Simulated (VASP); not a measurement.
Input for VASP

INCAR:
```
SYSTEM = As
PREC = Accurate
ENCUT = 400
EDIFF = 1E-6
NELM = 100
ALGO = Normal
LREAL = .FALSE.
LASPH = .TRUE.
ISMEAR = 1
SIGMA = 0.1
GGA = PE
LMAXMIX = 4
LWAVE = .FALSE.
LCHARG = .FALSE.
ISIF = 2
AMIX = 0.05
BMIX = 3.0
IMIX = 4
```

POSCAR:
```
As
1
    3.7241950000    -1.8363760000     0.0000000000
    3.7241950000     1.8363760000     0.0000000000
    2.7524180000     0.0000000000     3.1656810000
As
2
Direct
  0.2270000000   0.2270000000   0.2270000000
  0.7764260000   0.7764260000   0.7730000000
```

**KPOINTS**
```
Automatic mesh
0
Gamma
11 11 10
0 0 0
```

POTCAR, in this order: As (PBE.64 set). Program: vasp_std.

Q: Translate this PBE calculation to Quantum ESPRESSO's pw.x.

A: One equivalent input (not run):
```
&CONTROL
  calculation = 'scf'
  pseudo_dir = './pseudo'
  outdir = './out'
  tprnfor = .true.
  tstress = .true.
/
&SYSTEM
  ibrav = 0
  nat = 2
  ntyp = 1
  ecutwfc = 84
  occupations = 'smearing'
  smearing = 'methfessel-paxton'
  degauss = 0.00735
  input_dft = 'pbe'
/
&ELECTRONS
  conv_thr = 7.3e-08
  electron_maxstep = 100
/
ATOMIC_SPECIES
  As 74.922 As.upf
CELL_PARAMETERS angstrom
     3.7241950   -1.8363760    0.0000000
     3.7241950    1.8363760    0.0000000
     2.7524180    0.0000000    3.1656810
ATOMIC_POSITIONS crystal
  As   0.2270000  0.2270000  0.2270000
  As   0.7764260  0.7764260  0.7730000
K_POINTS automatic
  11 11 10 0 0 0
```
What does not carry over: the potentials are each code's own (VASP's PAW set, PseudoDojo norm-conserving files in pw.x), so ENCUT and ecutwfc are chosen apart and not converted; conv_thr bounds pw.x's estimated SCF error, while EDIFF bounds the energy change between steps.

The compound is As in the a7 structure. The cell was not relaxed at this level. The run is one of a series of settings (AMIX = 0.05, BMIX = 3.0, IMIX = 4 against the base run), some of them coarse on purpose.
